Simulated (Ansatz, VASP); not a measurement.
## CuBiH3 in VASP and in Ansatz

INCAR

```
SYSTEM = CuBiH3
PREC     = Accurate       ! precision mode
ENCUT    = 520            ! plane-wave cutoff, eV
EDIFF    = 1E-6           ! SCF threshold, eV
ISMEAR   = 0              ! smearing method
SIGMA    = 0.1            ! smearing width, eV
LREAL    = .FALSE.        ! projectors in reciprocal space
LASPH    = .TRUE.         ! aspherical terms in the spheres
NELM     = 60             ! most SCF steps
ALGO     = Normal         ! electronic algorithm
ISIF     = 2              ! what is computed and relaxed
LWAVE    = .FALSE.        ! write WAVECAR
LCHARG   = .FALSE.        ! write CHGCAR
GGA      = PE             ! functional
NBANDS   = 40             ! bands
```

File KPOINTS:

```
Automatic mesh
0
G
  6 6 6
  0 0 0
```

File POSCAR:

```
CuBiH3
1.0
    2.5947239207      1.4980645541      4.2277218111
   -2.5947239207      1.4980645541      4.2277218111
    0.0000000000     -2.9961291082      4.2277218111
Cu Bi H
2 2 6
Direct
    0.7500000000      0.7500000000      0.7500000000
    0.2500000000      0.2500000000      0.2500000000
    0.5000000000      0.5000000000      0.5000000000
    0.0000000000      0.0000000000      0.0000000000
    0.2250000000      0.2750000000      0.7500000000
    0.2750000000      0.7500000000      0.2250000000
    0.7750000000      0.7250000000      0.2500000000
    0.2500000000      0.7750000000      0.7250000000
    0.7250000000      0.2500000000      0.7750000000
    0.7500000000      0.2250000000      0.2750000000
```

Input for Ansatz:

```yaml
crystal:
  lattice:
    - [2.5947239207, 1.4980645541, 4.2277218111]
    - [-2.5947239207, 1.4980645541, 4.2277218111]
    - [0.0, -2.9961291082, 4.2277218111]
  atoms:
    - { symbol: Cu, position: [0.75, 0.75, 0.75] }
    - { symbol: Cu, position: [0.25, 0.25, 0.25] }
    - { symbol: Bi, position: [0.5, 0.5, 0.5] }
    - { symbol: Bi, position: [0.0, 0.0, 0.0] }
    - { symbol: H, position: [0.225, 0.275, 0.75] }
    - { symbol: H, position: [0.275, 0.75, 0.225] }
    - { symbol: H, position: [0.775, 0.725, 0.25] }
    - { symbol: H, position: [0.25, 0.775, 0.725] }
    - { symbol: H, position: [0.725, 0.25, 0.775] }
    - { symbol: H, position: [0.75, 0.225, 0.275] }
basis:
  ecutwfc: 420
kpoints:
  mp_grid: { grid: [6, 6, 6] }
hamiltonian:
  xc: pbe
scf:
  occupations: { method: gaussian, width: 0.1 }
  lower_state_search: "off"
output:
  forces: true
  stress: true
  eigenvalues: true
```

Alike in both runs: task single point; functional PBE; k mesh 6 × 6 × 6; occupations gaussian, width 0.1 eV; no spin polarisation.

|  | VASP | Ansatz |
| --- | --- | --- |
| version | VASP 6.6.1 | Ansatz 0.2.0 |
| potentials or method | VASP PAW PBE potentials, release 64 (Cu, Bi_d, H) | scalar-relativistic, plane waves, PAW |
| plane-wave cutoff (eV) | 520 | 420 |
| valence electrons in the cell | 58 | 74 |

|  | VASP | Ansatz | Ansatz less VASP |
| --- | --- | --- | --- |
| gap on the k mesh at the Fermi level (eV) | none | none | - |
| rms of the force components (eV/Å) | 0.137 | 0.137 | 0.0000 |

Atom by atom the forces differ by 0.000 eV/Å (rms over components). A gap of «none» marks a metal or a gap that the smearing closes. The two sets of potentials don't hold the same shells in valence.

Caveats: spin-orbit coupling is left out, which moves the levels of the heavy elements.
